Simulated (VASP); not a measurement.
Energy against volume of C (diamond). Computed with optB88-vdW, VASP's PBE PAW potentials (set 64) (plane waves; VASP 6.6.1). Settings: 520 eV cut-off, 13×13×13 Γ-centred mesh, Gaussian smearing of 0.050 eV, potentials C.

| V (Å³/atom) | E (eV/atom) |
|---|---|
| 5.375 | -7.90113 |
| 5.547 | -7.92450 |
| 5.718 | -7.93194 |
| 5.890 | -7.92556 |

### Question
Fit these four points and predict the energy of the run at 6.061 Å³/atom.

### Answer
A cubic in V^(−2/3), the third-order Birch-Murnaghan form, passes through the four points with V0 = 5.72 Å³/atom and B0 = 429 GPa, and gives -7.9071 eV/atom there. The run gave -7.9072 eV/atom, -0.0 meV/atom from the fit; all five points give B0 = 429 GPa.

The compound is C in the diamond structure. It was relaxed first.
